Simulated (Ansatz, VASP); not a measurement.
# Pd (Pd wire along [111], 7 atoms a period) in two plane-wave programs

Aim: how closely do two programs agree when they are given the same cell, functional and k mesh? The structure shown is the start of the Ansatz relaxation below; VASP solves that cell, so the two are compared at the walk's first step.

Program: Ansatz 0.2.0. Level of theory: plane waves, with VASP 6.6.1 beside it; single point at PBE. Results are calculated unless marked as measured.

## 1. Starting point

The cell holds 7 atoms: 7 Pd. Its edges and angles: a = 9.586 Å, b = 10.017 Å, c = 6.824 Å, α = 90.0°, β = 90.0°, γ = 90.0°. Vacuum lies along a and b. The structure's axis is c.

## 2. Ansatz: relaxation, PBE

Ansatz runs on its PAW soft_1 files.

The two programs are compared at the cell with which this relaxation starts, whose forces are those of its first step.

Contents of input.yaml:

```yaml
crystal:
  lattice:
    - [9.586, 0.0, 0.0]
    - [0.0, 10.017, 0.0]
    - [0.0, 0.0, 6.8242801818]
  atoms:
    - { symbol: Pd, position: [0.500000037, 0.499999827, 0.0] }
    - { symbol: Pd, position: [0.354683914, 0.419711404, 0.333333333] }
    - { symbol: Pd, position: [0.500000037, 0.660576673, 0.333333333] }
    - { symbol: Pd, position: [0.645316161, 0.419711404, 0.333333333] }
    - { symbol: Pd, position: [0.354683914, 0.58028825, 0.666666667] }
    - { symbol: Pd, position: [0.500000037, 0.339422981, 0.666666667] }
    - { symbol: Pd, position: [0.645316161, 0.58028825, 0.666666667] }
kpoints:
  mp_grid: { grid: [1, 1, 12] }
scf:
  occupations: { method: fermi_dirac, width: 0.05 }
hamiltonian:
  xc: pbe
  pseudopotentials: { kind: paw, azcp: { folder: soft_1 } }
relax:
  cell: { fix: [a, b, alpha, beta, gamma] }
  max_steps: 45
  f_tol: 0.03
```

Run with:

```sh
$ ansatz run input.yaml --threads 4 --pin off --max-ram 16384MiB --backend cpu --events-out ev --progress --plain --runs-dir out
```

Numbers of over 12 decimals in the logs are rounded to 6 here.

The log of the run:

```text
Engine: ansatz 0.2.0, aarch64-unknown-linux-gnu
Pseudopotentials: kind: paw
Pseudopotential: Pd, paw, valence charge 18, recommended cutoff 420 eV (normal), soft_1/Pd.paw.azcp
Functional definition: PBE
  parameter kappa = 0.804
  parameter beta = 0.066725
  exchange = pbe_x(kappa = kappa, mu = beta*pi^2/3)
  correlation = pbe_c(beta = beta)
Crystal: 7 atoms, lattice volume = 655.288 Å³
Basis set: ecut = 420 eV, 12831 PW (Γ), exchange–correlation on 144×144×96 points (8 copies of the dense FFT grid, shifted against one another)
Bands: 76, of which v1, the nominal top of the filled ones, is band 63 counted from 1 (62 counted from 0)
Symmetry: 4 space group operations
Space group: P2/m (ITA 10), of the structure as read, at distance tolerance 8.7e-5 Å
k-points: 7 of 12
Non-local potential: Pd, projectors of the file, l = 0: 2, l = 1: 2, l = 2: 2, l = 3: 1
PAW form: soft (Blöchl's): semilocal exchange-correlation on the pseudo side does not see the compensation charge
PAW one-centre angular grid: Pd, 590 points (default); XC on 64 Gauss nodes
Initial density: superposition of atomic densities (neutral atoms: chi_scale 0, normalization atom)
Initial wavefunctions: pseudopotential atomic-orbital guess
Functional: x = pbe(κ = 0.804, μ = 0.219515), c = pbe(β = 0.066725)
SCF iter   1: F=—  HF=-48804.683765 eV  |F-HF|=—  |Δ(HF+E_count)|=         —  Δρ=5.37e-2  dr2=2.29e1  ethr=3.10e-3  ⟨swp⟩=6.1  Hψ=2159  notcnv=0  defer=2
preconditioner: auto → LDOS  [metal: Δε(μ)=0.001 eV  Ē_g=3.546 eV  σ=0.050 eV  W_gap=0.01  n_scr=104 (ndim 8)  ℏωp=12.1 eV  f_vac=0.707  D(μ)=32.25/eV (n_scr^D=306)  β→1.0]
SCF iter   2: F=—  HF=-48803.162861 eV  |F-HF|=—  |Δ(HF+E_count)|=    1.52e0  Δρ=4.08e-2  dr2=1.34e1  ethr=3.10e-3  ⟨swp⟩=3.9  Hψ=1468  notcnv=0  defer=14
SCF iter   3: F=—  HF=-48799.928840 eV  |F-HF|=—  |Δ(HF+E_count)|=    3.23e0  Δρ=7.34e-3  dr2=5.18e-1  ethr=3.10e-3  ⟨swp⟩=3.0  Hψ=1198  notcnv=0  defer=25
SCF iter   4: F=—  HF=-48799.932958 eV  |F-HF|=—  |Δ(HF+E_count)|=   4.12e-3  Δρ=4.62e-3  dr2=2.65e-1  ethr=4.11e-4  ⟨swp⟩=2.6  Hψ=937  notcnv=0  defer=25
SCF iter   5: F=—  HF=-48799.913187 eV  |F-HF|=—  |Δ(HF+E_count)|=   1.98e-2  Δρ=2.25e-3  dr2=7.99e-2  ethr=2.10e-4  ⟨swp⟩=2.1  Hψ=803  notcnv=0  defer=25
SCF iter   6: F=—  HF=-48799.914172 eV  |F-HF|=—  |Δ(HF+E_count)|=   9.84e-4  Δρ=1.88e-3  dr2=3.83e-2  ethr=6.34e-5  ⟨swp⟩=2.0  Hψ=562  notcnv=0  defer=25
SCF iter   7: F=—  HF=-48799.912844 eV  |F-HF|=—  |Δ(HF+E_count)|=   1.33e-3  Δρ=1.06e-3  dr2=1.44e-2  ethr=3.04e-5  ⟨swp⟩=1.9  Hψ=523  notcnv=0  defer=25
SCF iter   8: F=—  HF=-48799.912699 eV  |F-HF|=—  |Δ(HF+E_count)|=   1.44e-4  Δρ=5.43e-4  dr2=3.28e-3  ethr=1.14e-5  ⟨swp⟩=2.0  Hψ=533  notcnv=0  defer=25
SCF iter   9: F=—  HF=-48799.912608 eV  |F-HF|=—  |Δ(HF+E_count)|=   9.20e-5  Δρ=2.30e-4  dr2=2.94e-4  ethr=2.60e-6  ⟨swp⟩=1.9  Hψ=522  notcnv=0  defer=25
SCF iter  10: F=—  HF=-48799.912634 eV  |F-HF|=—  |Δ(HF+E_count)|=   2.69e-5  Δρ=7.20e-5  dr2=2.46e-5  ethr=2.34e-7  ⟨swp⟩=2.6  Hψ=762  notcnv=0  defer=25
SCF iter  11: F=—  HF=-48799.912927 eV  |F-HF|=—  |Δ(HF+E_count)|=   2.92e-4  Δρ=3.21e-5  dr2=8.09e-6  ethr=1.95e-8  ⟨swp⟩=2.1  Hψ=768  notcnv=0  defer=25
SCF iter  12: F=—  HF=-48799.912928 eV  |F-HF|=—  |Δ(HF+E_count)|=   1.08e-6  Δρ=1.28e-5  dr2=1.67e-6  ethr=6.42e-9  ⟨swp⟩=1.1  Hψ=508  notcnv=0  defer=25
SCF iter  13: F=—  HF=-48799.912928 eV  |F-HF|=—  |Δ(HF+E_count)|=   2.19e-8  Δρ=8.76e-6  dr2=9.74e-7  ethr=1.32e-9  ⟨swp⟩=2.3  Hψ=620  notcnv=0  defer=25
SCF iter  14: F=—  HF=-48799.912928 eV  |F-HF|=—  |Δ(HF+E_count)|=   1.12e-8  Δρ=6.11e-6  dr2=4.92e-7  ethr=7.73e-10  ⟨swp⟩=1.0  Hψ=507  notcnv=0  defer=25
SCF iter  15: F=-48799.912928 eV  HF=-48799.912928 eV  |F-HF|=5.36e-8  |Δ(HF+E_count)|=   4.23e-8  Δρ=2.49e-6  dr2=6.74e-8  ethr=7.94e-11  ⟨swp⟩=3.0  Hψ=1691  notcnv=0
SCF 1 converged in 15 iterations: F = -48799.912928 eV  dr2 = 6.74e-8
  greatest PAW one-centre occupation: 1.000 electrons in one spin orbital (limit 2), on the Pd atom at site 6 (counted from 0), in its partial waves of l = 0
relax step   1: F+E_penalty+E_count = -48799.91292771 eV  Δ(F+E_penalty+E_count) = +0.000e0 eV  max|allowed force component| = 1.051e0 eV/Å  Δτ_max = 0.0000 Å  P = -1.694 GPa  Ω = 655.288 Å³  fix = [a, b, alpha, beta, gamma]  reactions: a -1.251, b -1.270 GPa; alpha -0.003 GPa/rad  (15 SCF iters, dr2 threshold 1.00e-7 eV, accepted)
[...]
relax step   4: F+E_penalty+E_count = -48800.51454871 eV  Δ(F+E_penalty+E_count) = -4.108e-2 eV  max|allowed force component| = 1.325e-1 eV/Å  Δτ_max = 0.0292 Å  P = -0.203 GPa  Ω = 611.036 Å³  energy of the carried Pulay correction = +2.704e-3 eV  fix = [a, b, alpha, beta, gamma]  reactions: a -0.169, b -0.195 GPa; alpha +0.002 GPa/rad  (9 SCF iters, dr2 threshold 7.00e-7 eV, accepted)
[...]
relax step   5: F+E_penalty+E_count = -48800.52070896 eV  Δ(F+E_penalty+E_count) = -6.160e-3 eV  max|allowed force component| = 4.810e-3 eV/Å  Δτ_max = 0.0112 Å  P = -0.014 GPa  Ω = 609.737 Å³  energy of the carried Pulay correction = +2.786e-3 eV  fix = [a, b, alpha, beta, gamma]  reactions: a -0.013, b -0.037 GPa; alpha -0.001 GPa/rad  (8 SCF iters, dr2 threshold 7.00e-7 eV, accepted)
[...]
relax step   6: F+E_penalty+E_count = -48800.51595581 eV  Δ(F+E_penalty+E_count) = +4.753e-3 eV  max|allowed force component| = 5.123e-3 eV/Å  Δτ_max = 0.0000 Å  P = -0.008 GPa  Ω = 609.737 Å³  fix = [a, b, alpha, beta, gamma]  reactions: a -0.008, b -0.032 GPa; alpha -0.001 GPa/rad  stress off target by 1.76e-2 GPa on what of the cell is left free  SCF on the basis re-selected at this cell (its energy is not comparable with the rows above)  (11 SCF iters)
basis re-selected at this cell: Δ(F+E_penalty+E_count) = +4.753e-3 eV, ΔP = +0.006 GPa vs the last step (what re-selecting the basis moved, of the pressure what is left beyond the Pulay correction that the steps carried, after the strain that the cell walked since its last selection, with what the two solves' SCF thresholds leave and, on support functions, any second-order correction that the steps lacked; it is no measure of the basis error at this ecutwfc). The dense FFT grid was sized anew with the basis: this SCF ran on 72×72×45 points, the steps before it on 72×72×48, so part of this shift can come from that change (see relax.cell in the input reference). [rest of the remark cut]
SCF converged after 11 iterations
Free energy (F): -48800.515956 eV
Harris-Foulkes:  -48800.515956 eV  (|F-HF|=0.00e0)
Internal energy: -48800.353781 eV  (E = F + TS)
E sigma→0 (E₀):  -48800.434869 eV
Entropy (-TS):   -0.162174 eV (-23.168 meV/atom)
Fermi energy:    -0.210098 eV
--- Per-component energies (eV) ---
  E_band       = -3379.316573
  E_kinetic    = 3154.257672
  E_local      = -54026.708879  (includes V_loc(G=0)·N_el)
  E_nonlocal   = 2609.044260
  E_hartree    = 24551.363996
  E_xc         = -957.497761
  E_vxc        = -1208.476600  (∫ρ·V_xc dr)
  E_paw        = -26690.192080  (= ΣΔE_a)
  E_vpaw       = -3010.162520  (= ΣTr[D̂ρ^β])
  E_aug_tail   = 0.001630  (compensation charges beyond the density's cutoff)
  E_ewald      = 2559.377380
  E_smearing   = -0.162174  (= −TS)
  E_closure    = -0.000000  (closes the sum)
  Σ components = -48800.515956   (vs F -48800.515956, Δ=0.00e0)
--- Forces (eV/Å), atoms counted from 1 ---
  atom   1  Pd     0.00000000     0.00000000     0.00000000
  atom   2  Pd     0.00227471     0.00151219    -0.00505174
  atom   3  Pd     0.00000000    -0.00272594    -0.00512266
  atom   4  Pd    -0.00227471     0.00151219    -0.00505174
  atom   5  Pd     0.00227471    -0.00151219     0.00505174
  atom   6  Pd     0.00000000     0.00272594     0.00512266
  atom   7  Pd    -0.00227471    -0.00151219     0.00505174
  max |Σ_I F_I| component: 2.17e-19 eV/Å
--- Stress (GPa, compression-positive) ---
       -0.008158       0.000000       0.000000
        0.000000      -0.032467       0.000507
        0.000000       0.000507       0.017591
  P = ⅓ Tr σ = -0.0077 GPa (-0.077 kbar)
--- Relaxed structure (5 steps of the walk, 5 accepted, 1 SCFs on fresh bases) ---
  F+E_penalty+E_count = -48800.51595581 eV   max|allowed force component| = 5.123e-3 eV/Å   (the final SCF, on the basis selected at the relaxed cell)
  cell:  # Å, volume = 609.7374 Å³
    - [9.586, 0.0, 0.0]
    - [0.0, 10.017, 0]
    - [0.0, 0, 6.349913]
  atoms:
    - { symbol: Pd, position: [0.5, 0.5, 0] }
    - { symbol: Pd, position: [0.359553, 0.422437, 0.325699] }
    - { symbol: Pd, position: [0.5, 0.655205, 0.325831] }
    - { symbol: Pd, position: [0.640447, 0.422437, 0.325699] }
    - { symbol: Pd, position: [0.359553, 0.577563, 0.674301] }
    - { symbol: Pd, position: [0.5, 0.344795, 0.674169] }
    - { symbol: Pd, position: [0.640447, 0.577563, 0.674301] }
```

In the SCF lines HF is the Harris–Foulkes energy and dr2 the Hartree energy of the density residual, in eV; the loop may stop once dr2 is under the threshold and the program's other checks hold. Hψ counts applications of the Hamiltonian.

## 3. VASP: single point, PBE, start cell

The same cell, functional, mesh and smearing now go to VASP, with its own data sets.

Lines of VASP's logs that name or quote its potential files are left out, and so is its time.

Contents of INCAR:

```
SYSTEM = Pd
PREC = Accurate
ENCUT = 400
EDIFF = 1E-06
NELM = 120
ISMEAR = -1
SIGMA = 0.05
LREAL = .FALSE.
ALGO = Normal
GGA = PE
NBANDS = 43
LASPH = .TRUE.
LORBIT = 11
LWAVE = .FALSE.
LCHARG = .FALSE.
ISIF = 2
GGA_COMPAT = .FALSE.
KPAR = 2
```

Contents of POSCAR:

```
Pd
1.0
    9.5860000000      0.0000000000      0.0000000000
    0.0000000000     10.0170000000      0.0000000000
    0.0000000000      0.0000000000      6.8242800000
Pd
7
Direct
    0.5000000000      0.5000000000      0.0000000000
    0.3546839140      0.4197115903      0.3333333333
    0.5000000000      0.6605768194      0.3333333333
    0.6453160860      0.4197115903      0.3333333333
    0.3546839140      0.5802884097      0.6666666667
    0.5000000000      0.3394231806      0.6666666667
    0.6453160860      0.5802884097      0.6666666667
```

Contents of KPOINTS:

```
Automatic mesh
0
Gamma
1 1 12
0 0 0
```

The projector-augmented-wave data sets are Pd (PBE family, release 64).

Run with:

```sh
$ mpirun -np 2 vasp_std
```

The log of the run:

```text
[banner, memory and clock lines left out]
running    2 mpi-ranks, on    1 nodes
 distrk:  each k-point on    1 cores,    2 groups
 distr:  one band on    1 cores,    1 groups

 POSCAR found type information on POSCAR Pd
 POSCAR found :  1 types and       7 ions
 LDA part: xc-table for (Slater+PW92), standard interpolation
 POSCAR, INCAR and KPOINTS ok, starting setup
 FFT: planning ... GRIDC
 FFT: planning ... GRID_SOFT
 FFT: planning ... GRID
 WAVECAR not read
 entering main loop
       N       E                     dE             d eps       ncg     rms          rms(c)
DAV:   1     0.409210739951E+03    0.40921E+03   -0.21783E+04   602   0.101E+03
DAV:   2     0.237731632227E+02   -0.38544E+03   -0.35502E+03   796   0.199E+02
DAV:   3    -0.259810296369E+02   -0.49754E+02   -0.46804E+02   769   0.677E+01
DAV:   4    -0.280391479486E+02   -0.20581E+01   -0.19599E+01   682   0.143E+01
DAV:   5    -0.281072611782E+02   -0.68113E-01   -0.67382E-01   725   0.281E+00    0.844E+00
DAV:   6    -0.265391332657E+02    0.15681E+01   -0.38012E+00   611   0.731E+00    0.401E+00
DAV:   7    -0.266589657361E+02   -0.11983E+00   -0.22368E+00   689   0.114E+01    0.642E+00
DAV:   8    -0.261530980262E+02    0.50587E+00   -0.11261E+00   666   0.875E+00    0.120E+00
DAV:   9    -0.261002652887E+02    0.52833E-01   -0.11002E-01   613   0.222E+00    0.536E-01
DAV:  10    -0.260976057946E+02    0.26595E-02   -0.70060E-02   743   0.166E+00    0.868E-01
DAV:  11    -0.260883831527E+02    0.92226E-02   -0.50448E-02   664   0.139E+00    0.332E-01
DAV:  12    -0.260876634554E+02    0.71970E-03   -0.82540E-03   602   0.440E-01    0.165E-01
DAV:  13    -0.260930373680E+02   -0.53739E-02   -0.42161E-03   626   0.296E-01    0.805E-02
DAV:  14    -0.260959557639E+02   -0.29184E-02   -0.79103E-04   661   0.133E-01    0.527E-02
DAV:  15    -0.260986315588E+02   -0.26758E-02   -0.36248E-04   613   0.960E-02    0.243E-02
DAV:  16    -0.261000688548E+02   -0.14373E-02   -0.10075E-04   637   0.434E-02    0.138E-02
DAV:  17    -0.261007240126E+02   -0.65516E-03   -0.41916E-05   602   0.259E-02    0.914E-03
DAV:  18    -0.261008244776E+02   -0.10047E-03   -0.14449E-05   656   0.177E-02    0.517E-03
DAV:  19    -0.261008386345E+02   -0.14157E-04   -0.37068E-06   530   0.746E-03    0.215E-03
DAV:  20    -0.261008385466E+02    0.87852E-07   -0.61984E-07   430   0.319E-03
   1 F= -.26100839E+02 E0= -.25992268E+02  d E =-.217141E+00
```

From OUTCAR (step 3):

```text
ion  position               nearest neighbor table
   1  0.500  0.500  0.000-   2 2.79   4 2.79   5 2.79   7 2.79   6 2.79   3 2.79
   2  0.355  0.420  0.333-   4 2.79   3 2.79   1 2.79   6 2.79   5 2.79
   3  0.500  0.661  0.333-   2 2.79   4 2.79   5 2.79   7 2.79   1 2.79
   4  0.645  0.420  0.333-   2 2.79   3 2.79   1 2.79   6 2.79   7 2.79
   5  0.355  0.580  0.667-   7 2.79   6 2.79   1 2.79   3 2.79   2 2.79
   6  0.500  0.339  0.667-   5 2.79   7 2.79   2 2.79   4 2.79   1 2.79
   7  0.645  0.580  0.667-   5 2.79   6 2.79   1 2.79   3 2.79   4 2.79

  LATTYP: Found a simple orthorhombic cell.
 ALAT       =     6.8242800000
 B/A-ratio  =     1.4046903117
 C/A-ratio  =     1.4678471575

 Subroutine GETGRP returns: Found  4 space group operations
 (whereof  4 operations were pure point group operations)

The static configuration has the point symmetry C_2h.

 Found      7 irreducible k-points:

   k-points           NKPTS =      7   k-points in BZ     NKDIM =      7   number of bands    NBANDS=     43

   dimension x,y,z NGX =    64 NGY =   70 NGZ =   48
   dimension x,y,z NGXF=   128 NGYF=  140 NGZF=   96

   ENCUT  =  400.0 eV  29.40 Ry    5.42 a.u.  15.63 16.34 11.13*2*pi/ulx,y,z

   NELECT =      70.0000    total number of electrons

 k-points in reciprocal lattice and weights: Automatic mesh
   0.00000000  0.00000000  0.00000000       0.083
   0.00000000  0.00000000  0.08333333       0.167
   0.00000000  0.00000000  0.16666667       0.167
   0.00000000  0.00000000  0.25000000       0.167
   0.00000000  0.00000000  0.33333333       0.167
   0.00000000  0.00000000  0.41666667       0.167
   0.00000000  0.00000000  0.50000000       0.083

 average (electrostatic) potential at core
       1 -81.7447       2 -81.4260       3 -81.4231       4 -81.4260       5 -81.4260
       6 -81.4231       7 -81.4260

 E-fermi :  -2.2176

 k-point     1 :       0.0000    0.0000    0.0000
  band No.  band energies     occupation
    ...
     32      -2.6125      1.99926
     33      -2.3522      1.87302
     34      -2.2897      1.61703
     35      -2.2528      1.33809
     36      -2.2519      1.32976
     37      -1.4685      0.00000
     38      -1.4402      0.00000
     39      -0.7821      0.00000
     40      -0.3590      0.00000
     41       0.5479      0.00000
    ...

 k-point     2 :       0.0000    0.0000    0.0833
  band No.  band energies     occupation
    ...
     32      -2.6083      1.99919
     33      -2.3539      1.87710
     34      -2.2906      1.62263
     35      -2.2538      1.34671
     36      -2.2530      1.33924
     37      -1.4515      0.00000
     38      -1.4231      0.00000
     39      -1.1216      0.00000
     40       0.0039      0.00000
     41       0.5666      0.00000
    ...

 k-point     3 :       0.0000    0.0000    0.1667
  band No.  band energies     occupation
    ...
     32      -2.5740      1.99840
     33      -2.3589      1.88811
     34      -2.2928      1.63637
     35      -2.2532      1.34133
     36      -2.2525      1.33500
     37      -1.5480      0.00000
     38      -1.3981      0.00000
     39      -1.3699      0.00000
     40       0.3952      0.00000
     41       0.5870      0.00000
    ...

  Total       -5.5549775     -5.6340809    -10.8882223      0.0000000      0.0110105      0.0000000
  in kB      -13.5819132    -13.7753208    -26.6216901      0.0000000      0.0269206      0.0000000
  external PRESSURE =     -17.9929747 kB  Pullay stress =       0.0000000 kB

  energy-cutoff  :      400.00
  volume of cell :      655.29
      direct lattice vectors                 reciprocal lattice vectors
     9.586000000  0.000000000  0.000000000     0.104318798  0.000000000  0.000000000
     0.000000000 10.017000000  0.000000000     0.000000000  0.099830289  0.000000000
     0.000000000  0.000000000  6.824280000     0.000000000  0.000000000  0.146535605

 POSITION                                       TOTAL-FORCE (eV/Angst)
 -----------------------------------------------------------------------------------
      4.79300      5.00850      0.00000         0.000000      0.000000      0.000000
      3.40000      4.20425      2.27476         0.922076      0.532866      0.061467
      4.79300      6.61700      2.27476         0.000000     -1.064130      0.063660
      6.18600      4.20425      2.27476        -0.922076      0.532866      0.061467
      3.40000      5.81275      4.54952         0.922076     -0.532866     -0.061467
      4.79300      3.40000      4.54952         0.000000      1.064130     -0.063660
      6.18600      5.81275      4.54952        -0.922076     -0.532866     -0.061467
 -----------------------------------------------------------------------------------
    total drift:                                0.000000      0.000000      0.000000

  FREE ENERGIE OF THE ION-ELECTRON SYSTEM (eV)
  ---------------------------------------------------
  free  energy   TOTEN  =       -26.1008385466 eV

  energy  without entropy=      -25.8836970777  energy(sigma->0) =      -25.99226781

 total charge
# of ion       s       p       d       tot
------------------------------------------
    1        0.451   0.221   8.472   9.143
    2        0.349   0.160   8.620   9.128
    3        0.349   0.160   8.620   9.128
    4        0.349   0.160   8.620   9.128
    5        0.349   0.160   8.620   9.128
    6        0.349   0.160   8.620   9.128
    7        0.349   0.160   8.620   9.128
--------------------------------------------------
tot          2.544   1.179  60.191  63.914

[... 3 further parts left out ...]
```

## 4. Side by side

Known differences besides the potentials themselves: the data sets hold 126 valence electrons in Ansatz (on its PAW soft_1 files) and 70 in VASP; the cutoff is 420 eV in Ansatz and 400 eV in VASP. Total energies have different zeros and are not compared.

Forces (eV/Å; atoms numbered as in POSCAR):

```csv
atom,"Ansatz x, y, z","VASP x, y, z"
Pd1,"0.000, 0.000, 0.000","0.000, 0.000, 0.000"
Pd2,"0.910, 0.526, 0.052","0.922, 0.533, 0.061"
Pd3,"0.000, -1.051, 0.054","0.000, -1.064, 0.064"
Pd4,"-0.910, 0.526, 0.052","-0.922, 0.533, 0.061"
Pd5,"0.910, -0.526, -0.052","0.922, -0.533, -0.061"
Pd6,"0.000, 1.051, -0.054","0.000, 1.064, -0.064"
Pd7,"-0.910, -0.526, -0.052","-0.922, -0.533, -0.061"
```

The forces differ by 8.8 meV/Å r.m.s., which is 1.5 % of the r.m.s. force of 0.570 eV/Å (both taken over all components).

## 5. Results

```yaml
r_m_s_force_difference_single_point_pbe_start_cell: 1.5 % of the r.m.s. force
```

**Reading.** The r.m.s. force difference is 1.5 % of the r.m.s. force (single point, PBE, start cell), within the 3 % picked in this series as the mark of a large difference. The data sets hold unlike numbers of valence electrons (126 in Ansatz and 70 in VASP), so part of the differences comes from the potentials. How closely two codes agree says nothing of how well the functional describes the real material.

[Lines on the potential files, build, host, timing and source positions are cut from VASP's logs without a mark.]

[Logs are printed without paths, hosts, clocks, repeated set-up lines and the standing remarks that a program may print on its own settings, such as how far it seeks lower states.]

[Hosts, paths, dates, database ids (printed as entryN), source tags and the programs' standing remarks are cut or masked in the printed files.]
